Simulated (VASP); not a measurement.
**HfC with r2SCAN + rVV10: from relaxation to properties**

Aim: relax HfC, then compute properties on the relaxed cell. The steps: full relaxation (r2SCAN + rVV10), second relaxation, single point with fields (r2SCAN + rVV10), bands along the symmetry lines (r2SCAN + rVV10), density of states (r2SCAN + rVV10), volume scan with r2SCAN + rVV10, fit for r2SCAN + rVV10 and bands along the symmetry lines (r2SCAN + rVV10) with a changed input. Left out of this account: at least 7 further runs (self-consistent run: it repeats an earlier run and gave the same numbers). The start is a cell from a database of measured crystal structures.

Method: r2SCAN with rVV10; plane waves and PAW (Hf_pv, C), in VASP 6.6.1.

The database entry behind the starting cell differs from later determinations by our own check (about 0.2 % long), so it need not match the best structure at ambient conditions.

**1. Starting point**

Before any relaxation, the start is as follows. Symmetry: Fm-3m, No. 225, cubic system. Conventional cell: a = 4.650 Å, b = 4.650 Å, c = 4.650 Å, α = 90.00°, β = 90.00°, γ = 90.00°. Nearest to Hf lie 6 C at 2.33 Å. Nearest to C lie 6 Hf at 2.33 Å. Farther neighbours are not listed.

Structure file:

```xyz
2
Lattice="0.0000 2.3250 2.3250 2.3250 0.0000 2.3250 2.3250 2.3250 0.0000" Properties=species:S:1:pos:R:3 pbc="T T T"
Hf    2.3250    2.3250    2.3250
C     0.0000    0.0000    0.0000
```

**2. Full relaxation (r2SCAN + rVV10)**

The start need not lie at this functional's minimum. ISIF = 3 frees volume, shape and positions, and EDIFFG sets the threshold on forces and stress at which the search stops. r2SCAN adds the kinetic-energy density, costs more than a GGA and is run with LASPH. LUSE_VDW switches on a nonlocal correlation term for dispersion.

INCAR reads:

```
SYSTEM = HfC
PREC = Accurate
ENCUT = 520
EDIFF = 1E-06
NELM = 100
ISMEAR = 0
SIGMA = 0.05
LREAL = .FALSE.
ALGO = Normal
METAGGA = R2SCAN
LUSE_VDW = .TRUE.
IVDW_NL = 2
BPARAM = 11.95
CPARAM = 0.0093
LASPH = .TRUE.
NBANDS = 13
LORBIT = 11
LWAVE = .FALSE.
LCHARG = .FALSE.
KPAR = 2
IBRION = 2
NSW = 60
ISIF = 3
EDIFFG = -0.01
```

POSCAR reads:

```
HfC
1.0
    0.0000000000      2.3250000000      2.3250000000
    2.3250000000      0.0000000000      2.3250000000
    2.3250000000      2.3250000000      0.0000000000
Hf C
1 1
Direct
    0.5000000000      0.5000000000      0.5000000000
    0.0000000000      0.0000000000      0.0000000000
```

KPOINTS reads:

```
Automatic mesh
0
Gamma
10 10 10
0 0 0
```

Potentials, in the order of the species: Hf_pv and C (PBE family, release 64).

Launch:

```bash
mpirun -np 2 vasp_std
```

The log of the run:

```text
[banner, memory and clock lines left out]
running    2 mpi-ranks, on    1 nodes
 distrk:  each k-point on    1 cores,    2 groups
 distr:  one band on    1 cores,    1 groups

 POSCAR found type information on POSCAR HfC
 POSCAR found :  2 types and       2 ions
|                                                                             |
|               ----> ADVICE to this user running VASP <----                  |
|                                                                             |
|     You have switched on vdW-DFT.                                           |
|     This routine was written and supplied by Jiri Klimes. We recommend      |
|     that you carefully read and cite the following publications:            |
|       J. Klimes, D.R. Bowler, A. Michelides                                 |
|          J. Phys.: Cond Matt. 22 022201 (2010)                              |
|       J. Klimes, D.R. Bowler, A. Michelides                                 |
|          Phys. Rev. B. 83, 195131 (2011)                                    |
|     and references therein.                                                 |
|                                                                             |

|                                                                             |
|               ----> ADVICE to this user running VASP <----                  |
|                                                                             |
|     You enforced a specific xc type in the INCAR file but a different       |
|     [... a line on the potential file left out ...]
|     I HOPE YOU KNOW WHAT YOU ARE DOING!                                     |
|                                                                             |

 LDA part: xc-table for (None), standard interpolation
 POSCAR, INCAR and KPOINTS ok, starting setup
 FFT: planning ... GRIDC
 FFT: planning ... GRID_SOFT
 FFT: planning ... GRID
 WAVECAR not read
 entering main loop
       N       E                     dE             d eps       ncg     rms          rms(c)
Total rVV10 correction in eV:      0.1925531    15.3039170
Total rVV10 correction in eV:      0.1925531    15.3039170
DAV:   1    -0.143005049475E+02   -0.14301E+02   -0.81888E+03  1222   0.110E+03
DAV:   2    -0.612263388063E+02   -0.46926E+02   -0.44165E+02  1549   0.215E+02
DAV:   3    -0.629862681099E+02   -0.17599E+01   -0.17506E+01  1482   0.299E+01
DAV:   4    -0.629971104383E+02   -0.10842E-01   -0.10840E-01  1375   0.281E+00
DAV:   5    -0.629972058795E+02   -0.95441E-04   -0.95440E-04  1524   0.234E-01    0.623E+01
Total rVV10 correction in eV:      0.2016905    15.3039170
Total rVV10 correction in eV:      0.2016905    15.3039170
DAV:   6    -0.570003173399E+02    0.59969E+01   -0.92161E+00  1382   0.189E+01    0.412E+01
Total rVV10 correction in eV:      0.1971799    15.3039170
Total rVV10 correction in eV:      0.1971799    15.3039170
DAV:   7    -0.571299415383E+02   -0.12962E+00   -0.51877E-01  1392   0.592E+00    0.205E+01
Total rVV10 correction in eV:      0.1960831    15.3039170
Total rVV10 correction in eV:      0.1960831    15.3039170
DAV:   8    -0.571419486862E+02   -0.12007E-01   -0.26790E-02  1567   0.150E+00    0.375E+00
Total rVV10 correction in eV:      0.1970073    15.3039170
Total rVV10 correction in eV:      0.1970073    15.3039170
DAV:   9    -0.571406810359E+02    0.12677E-02   -0.38221E-03  1447   0.458E-01    0.153E+00
Total rVV10 correction in eV:      0.1974610    15.3039170
Total rVV10 correction in eV:      0.1974610    15.3039170
DAV:  10    -0.571407899352E+02   -0.10890E-03   -0.73606E-04  1407   0.234E-01    0.324E-01
Total rVV10 correction in eV:      0.1974954    15.3039170
Total rVV10 correction in eV:      0.1974954    15.3039170
DAV:  11    -0.571407899520E+02   -0.16804E-07   -0.21904E-05  1533   0.456E-02    0.295E-01
Total rVV10 correction in eV:      0.1974555    15.3039170
Total rVV10 correction in eV:      0.1974555    15.3039170
DAV:  12    -0.571407950484E+02   -0.50964E-05   -0.18098E-05  1422   0.348E-02    0.419E-03
Total rVV10 correction in eV:      0.1974562    15.3039170
Total rVV10 correction in eV:      0.1974562    15.3039170
DAV:  13    -0.571407956782E+02   -0.62979E-06   -0.83974E-07   836   0.852E-03
Total rVV10 correction in eV:      0.1974614    15.3039170
Total rVV10 correction in eV:      0.1974614    15.3039170
Total rVV10 correction in eV:      0.1974634    15.3039170
Total rVV10 correction in eV:      0.1974634    15.3039170
   1 F= -.57140796E+02 E0= -.57140773E+02  d E =-.571408E+02
 curvature:   0.00 expect dE= 0.000E+00 dE for cont linesearch  0.000E+00
 trial: gam= 0.00000 g(F)=  0.444E-64 g(S)=  0.220E-01 ort = 0.000E+00 (trialstep = 0.100E+01)
 search vector abs. value=  0.220E-01
 bond charge predicted
       N       E                     dE             d eps       ncg     rms          rms(c)
Total rVV10 correction in eV:      0.1968857    15.3039170
Total rVV10 correction in eV:      0.1968857    15.3039170
DAV:   1    -0.571863812517E+02   -0.45586E-01   -0.17070E+00  1242   0.114E+01    0.454E+00
Total rVV10 correction in eV:      0.1936846    15.3039171
Total rVV10 correction in eV:      0.1936846    15.3039171
DAV:   2    -0.571469165741E+02    0.39465E-01   -0.68067E-02  1352   0.250E+00    0.215E+00
Total rVV10 correction in eV:      0.1910327    15.3039171
Total rVV10 correction in eV:      0.1910327    15.3039171
DAV:   3    -0.571313066004E+02    0.15610E-01   -0.40807E-02  1342   0.175E+00    0.147E+00
Total rVV10 correction in eV:      0.1909210    15.3039171
Total rVV10 correction in eV:      0.1909210    15.3039171
DAV:   4    -0.571312318528E+02    0.74748E-04   -0.92573E-04  1565   0.289E-01    0.135E+00
Total rVV10 correction in eV:      0.1907648    15.3039171
Total rVV10 correction in eV:      0.1907648    15.3039171
DAV:   5    -0.571310509608E+02    0.18089E-03   -0.29570E-03  1477   0.309E-01    0.102E-01
Total rVV10 correction in eV:      0.1909305    15.3039171
Total rVV10 correction in eV:      0.1909305    15.3039171
DAV:   6    -0.571309150663E+02    0.13589E-03   -0.31867E-04  1520   0.119E-01    0.207E-01
Total rVV10 correction in eV:      0.1909639    15.3039171
Total rVV10 correction in eV:      0.1909639    15.3039171
DAV:   7    -0.571309030291E+02    0.12037E-04   -0.31305E-05  1527   0.331E-02    0.529E-02
Total rVV10 correction in eV:      0.1909949    15.3039171
Total rVV10 correction in eV:      0.1909949    15.3039171
DAV:   8    -0.571309009113E+02    0.21177E-05   -0.11298E-05  1412   0.234E-02    0.197E-02
Total rVV10 correction in eV:      0.1909941    15.3039171
Total rVV10 correction in eV:      0.1909941    15.3039171
DAV:   9    -0.571309006311E+02    0.28021E-06   -0.53611E-07   786   0.685E-03
Total rVV10 correction in eV:      0.1910009    15.3039171
Total rVV10 correction in eV:      0.1910009    15.3039171
Total rVV10 correction in eV:      0.1909977    15.3039171
Total rVV10 correction in eV:      0.1909977    15.3039171
   2 F= -.57130901E+02 E0= -.57130847E+02  d E =0.989505E-02
 trial-energy change:    0.009895  1 .order    0.010043   -0.022022    0.042107
 step:   0.3465(harm=  0.3434)  dis= 0.00000  next Energy=   -57.144617 (dE=-0.382E-02)
 bond charge predicted
       N       E                     dE             d eps       ncg     rms          rms(c)
Total rVV10 correction in eV:      0.1913713    15.3039171
Total rVV10 correction in eV:      0.1913713    15.3039171
DAV:   1    -0.571674532052E+02   -0.36552E-01   -0.72741E-01  1232   0.747E+00    0.301E+00
Total rVV10 correction in eV:      0.1934271    15.3039171
Total rVV10 correction in eV:      0.1934271    15.3039171
DAV:   2    -0.571512572973E+02    0.16196E-01   -0.29514E-02  1342   0.164E+00    0.142E+00
Total rVV10 correction in eV:      0.1952021    15.3039171
Total rVV10 correction in eV:      0.1952021    15.3039171
DAV:   3    -0.571447722160E+02    0.64851E-02   -0.17264E-02  1377   0.112E+00    0.962E-01
Total rVV10 correction in eV:      0.1952684    15.3039171
Total rVV10 correction in eV:      0.1952684    15.3039171
DAV:   4    -0.571447678555E+02    0.43605E-05   -0.35835E-04  1525   0.183E-01    0.893E-01
Total rVV10 correction in eV:      0.1953844    15.3039171
Total rVV10 correction in eV:      0.1953844    15.3039171
DAV:   5    -0.571446901036E+02    0.77752E-04   -0.12576E-03  1482   0.201E-01    0.776E-02
Total rVV10 correction in eV:      0.1953286    15.3039171
Total rVV10 correction in eV:      0.1953286    15.3039171
DAV:   6    -0.571446440078E+02    0.46096E-04   -0.71125E-05  1533   0.643E-02    0.684E-02
Total rVV10 correction in eV:      0.1952673    15.3039171
Total rVV10 correction in eV:      0.1952673    15.3039171
DAV:   7    -0.571446213785E+02    0.22629E-04   -0.45207E-05  1437   0.368E-02    0.314E-02
Total rVV10 correction in eV:      0.1952438    15.3039171
Total rVV10 correction in eV:      0.1952438    15.3039171
DAV:   8    -0.571446194581E+02    0.19204E-05   -0.41130E-06  1407   0.148E-02    0.203E-02
Total rVV10 correction in eV:      0.1952321    15.3039171
Total rVV10 correction in eV:      0.1952321    15.3039171
DAV:   9    -0.571446186554E+02    0.80265E-06   -0.83905E-07   761   0.632E-03
Total rVV10 correction in eV:      0.1952318    15.3039171
Total rVV10 correction in eV:      0.1952318    15.3039171
Total rVV10 correction in eV:      0.1952327    15.3039171
Total rVV10 correction in eV:      0.1952327    15.3039171
   3 F= -.57144619E+02 E0= -.57144592E+02  d E =-.382298E-02
 curvature:  -0.17 expect dE=-0.187E-05 dE for cont linesearch -0.187E-05
 trial: gam=-0.02173 g(F)=  0.594E-60 g(S)=  0.109E-04 ort = 0.489E-03 (trialstep = 0.869E+00)
 search vector abs. value=  0.547E-08
 reached required accuracy - stopping structural energy minimisation
```

The job ended after 2.1 min (2 MPI ranks of Intel Xeon Platinum 8488C (Sapphire Rapids), shared host; peak memory 0.44 GiB).

The logs omit lines about the potential files and the build; timing stands in the text.

OUTCAR, selected parts (step 2):

```text
ion  position               nearest neighbor table
   1  0.500  0.500  0.500-   2 2.33   2 2.33   2 2.33   2 2.33   2 2.33   2 2.33
   2  0.000  0.000  0.000-   1 2.33   1 2.33   1 2.33   1 2.33   1 2.33   1 2.33

  LATTYP: Found a face centered cubic cell.
 ALAT       =     4.6500000000

 Subroutine GETGRP returns: Found 48 space group operations
 (whereof 48 operations were pure point group operations)

The static configuration has the point symmetry O_h .

 Found     47 irreducible k-points:

   k-points           NKPTS =     47   k-points in BZ     NKDIM =     47   number of bands    NBANDS=     13

   dimension x,y,z NGX =    24 NGY =   24 NGZ =   24
   dimension x,y,z NGXF=    48 NGYF=   48 NGZF=   48

   ENCUT  =  520.0 eV  38.22 Ry    6.18 a.u.   6.11  6.11  6.11*2*pi/ulx,y,z

   NELECT =      14.0000    total number of electrons

 k-points in reciprocal lattice and weights: Automatic mesh
   0.00000000  0.00000000  0.00000000       0.001
   0.10000000  0.00000000  0.00000000       0.008
   0.20000000  0.00000000  0.00000000       0.008
   0.30000000  0.00000000  0.00000000       0.008
   0.40000000  0.00000000  0.00000000       0.008
   0.50000000  0.00000000  0.00000000       0.004
   0.10000000  0.10000000  0.00000000       0.006
   0.20000000  0.10000000  0.00000000       0.024
   0.30000000  0.10000000  0.00000000       0.024
[...]
-0.30000000  0.40000000  0.20000000       0.024
  -0.30000000  0.50000000  0.20000000       0.012

 average (electrostatic) potential at core
       1 -41.0594       2 -49.3277

 E-fermi :   6.0711

 k-point     1 :       0.0000    0.0000    0.0000
  band No.  band energies     occupation
      1     -24.6656      2.00000
      2     -24.6656      2.00000
      3     -24.6656      2.00000
      4      -7.1181      2.00000
      5       7.0122      0.00000
      6       7.0122      0.00000
      7       7.0122      0.00000
      8       7.6255      0.00000
      9       7.6255      0.00000
    ...

 k-point     2 :       0.1000    0.0000    0.0000
  band No.  band energies     occupation
    ...
      3     -24.6723      2.00000
      4      -6.8580      2.00000
      5       5.6301      2.00000
      6       5.9873      1.98216
      7       5.9873      1.98215
      8       8.0350      0.00000
      9       8.0351      0.00000
     10       8.3909      0.00000
     11      10.7483      0.00000
     12      10.7483      0.00000
    ...

 k-point     3 :       0.2000    0.0000    0.0000
  band No.  band energies     occupation
    ...
      3     -24.6898      2.00000
      4      -6.1312      2.00000
      5       3.7454      2.00000
      6       4.6692      2.00000
      7       4.6692      2.00000
      8       8.8151      0.00000
      9       8.8151      0.00000
     10       8.9856      0.00000
     11      12.8665      0.00000
     12      12.8665      0.00000
    ...

  Total       -0.0122575     -0.0122575     -0.0122575     -0.0000000      0.0000000      0.0000000
  in kB       -0.7921976     -0.7921976     -0.7921976     -0.0000000      0.0000000      0.0000000
  external PRESSURE =      -0.7921976 kB  Pullay stress =       0.0000000 kB

  energy-cutoff  :      520.00
  volume of cell :       24.79
      direct lattice vectors                 reciprocal lattice vectors
     0.000000000  2.314279222  2.314279222    -0.216049989  0.216049989  0.216049989
     2.314279222 -0.000000000  2.314279222     0.216049989 -0.216049989  0.216049989
     2.314279222  2.314279222 -0.000000000     0.216049989  0.216049989 -0.216049989

 POSITION                                       TOTAL-FORCE (eV/Angst)
 -----------------------------------------------------------------------------------
      2.31428      2.31428      2.31428        -0.000000     -0.000000      0.000000
      0.00000      0.00000      0.00000         0.000000      0.000000     -0.000000
 -----------------------------------------------------------------------------------
    total drift:                                0.000000     -0.000000      0.000000

  FREE ENERGIE OF THE ION-ELECTRON SYSTEM (eV)
  ---------------------------------------------------
  free  energy   TOTEN  =       -57.1446186554 eV

  energy  without entropy=      -57.1445650086  energy(sigma->0) =      -57.14459183

 reached required accuracy - stopping structural energy minimisation

 total charge
# of ion       s       p       d       tot
------------------------------------------
    1        0.320   6.652   1.654   8.626
    2        0.884   1.531   0.000   2.415
--------------------------------------------------
tot          1.204   8.183   1.654  11.041

[... 3 further parts left out ...]
```

Harder data sets than Hf_pv exist (the GW ones), and pressures, volumes and forces can shift noticeably with them. The PAW data sets were made with PBE, which is usual practice but a small mismatch for other functionals. The run keeps the 48 symmetry operations of its start, so it cannot find a distortion of lower symmetry.

Relaxation path:

| step | energy less that of the first step (eV) | largest force (eV/Å) | pressure (GPa) | volume (Å³) |
| --- | --- | --- | --- | --- |
| 1 | 0.0000 | 0.0000 | -3.52 | 25.14 |
| 2 | 0.0099 | 0.0000 | 7.00 | 24.15 |
| 3 | -0.0038 | 0.0000 | -0.08 | 24.79 |

```csv
"conventional cell, symmetrised",before,after,change
a (Å),4.650,4.629,-0.5 %
b (Å),4.650,4.629,-0.5 %
c (Å),4.650,4.629,-0.5 %
volume (Å³/atom),12.57,12.40,-1.4 %
```

The relaxed structure:

```
Hf C
1.0
     0.00000    2.31428    2.31428
     2.31428    0.00000    2.31428
     2.31428    2.31428    0.00000
Hf C
1 1
Direct
  0.50000 0.50000 0.50000
  0.00000 0.00000 0.00000
```

Numbers from this step:

* electrons: 14
* bands: 13
* irreducible k-points: 47
* symmetry operations: 48
* free energy (TOTEN): -57.1446 eV
* Fermi energy: 6.071 eV
* pressure: -0.07922 GPa
* metallic, judged on the points sampled: yes
* SCF cycles over all ionic steps: 31

It ends with forces that vanish by symmetry and a pressure of -0.08 GPa. The volume lies -1.4 % from that of the database's start, part of which can be the thermal and zero-point expansion of its experiment.

[end of part 1 of 5]

[Lines on the potential files, build, host, timing and source positions are cut from VASP's logs without a mark.]

[Logs are printed without paths, hosts, clocks, repeated set-up lines and the standing remarks that a program may print on its own settings, such as how far it seeks lower states.]

[Hosts, paths, dates, database ids (printed as entryN), source tags and the programs' standing remarks are cut or masked in the printed files.]

[A measured line is paired with the nearest computed mode of its activity, which favours agreement.]

[In band tables of VASP the shares of atoms and orbitals are scaled to a sum of 1 inside the atoms' spheres.]
